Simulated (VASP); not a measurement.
```
CELL_PARAMETERS angstrom
      2.81267     0.00000     0.00000
      0.00000     2.81267     0.00000
      0.00000     0.00000     2.81267
ATOMIC_POSITIONS crystal
  Al 0.50000 0.50000 0.50000
  Fe 0.00000 0.00000 0.00000
```

These are PBE GGA with D3 dispersion (zero damping), VASP's PBE PAW potentials (set 64) (plane waves; VASP 6.6.1) values and carry that method's errors. Run with 520 eV cut-off, 13×13×13 Γ-centred mesh, first-order Methfessel-Paxton smearing of 0.10 eV, potentials Al Fe.

**Question.** Give the stress tensor in GPa (positive for a compressed cell).

**Answer.** 
```
6.23  0.00  0.00
0.00  6.23  0.00
0.00  0.00  6.23
```
The pressure is its mean diagonal, 6.23 GPa.

The compound is FeAl in the CsCl type structure. This cell is one point of a volume scan, at 0.97 of the reference volume. The run is not spin-polarised, so no magnetic state was tried. The electron count is odd and the run is not spin-polarised, which forces a metal.
